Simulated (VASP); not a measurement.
Crystal: Te2Mo, a slab with vacuum.

```
Te Mo
1.0
     3.49754    0.00000    0.00000
    -1.74877    3.02896    0.00000
     0.00000    0.00000   35.57879
Te Mo
6 3
Direct
  0.33333 0.66667 0.25643
  0.33333 0.66667 0.35869
  0.66667 0.33333 0.44891
  0.66667 0.33333 0.55109
  0.33333 0.66667 0.64131
  0.33333 0.66667 0.74357
  0.66667 0.33333 0.30753
  0.33333 0.66667 0.50000
  0.66667 0.33333 0.69247
```

Base run:

* Program: VASP 6.6.1
* Functional: PBE
* Dispersion: D3(BJ)
* Potentials or basis: VASP PAW PBE potentials, release 64 (Te, Mo_sv)
* Cutoff: 520 eV
* k mesh: 12 × 12 × 1
* Occupations: gaussian, width 0.03 eV
* Spin: no spin polarisation

Its results: band gap on the k mesh 0.77 eV, indirect (least direct gap 1.12 eV); largest force 0.004 eV/Å.

Question: The run is repeated on the same cell with these changes: k mesh from 12 × 12 × 1 to 6 × 6 × 1; further incar settings from ALGO = Normal; EDIFF = 1e-06; NBANDS = 49 to ALGO = Normal; EDIFF = 1e-07; NBANDS = 49. What comes out?

Answer: Band gap on the k mesh 0.82 eV, indirect (least direct gap 1.12 eV); largest force 0.007 eV/Å.

Caveats: spin-orbit coupling is left out, which moves the levels of the heavy elements.

A k mesh can miss the band edges.

Not every run made on this cell is shown here.
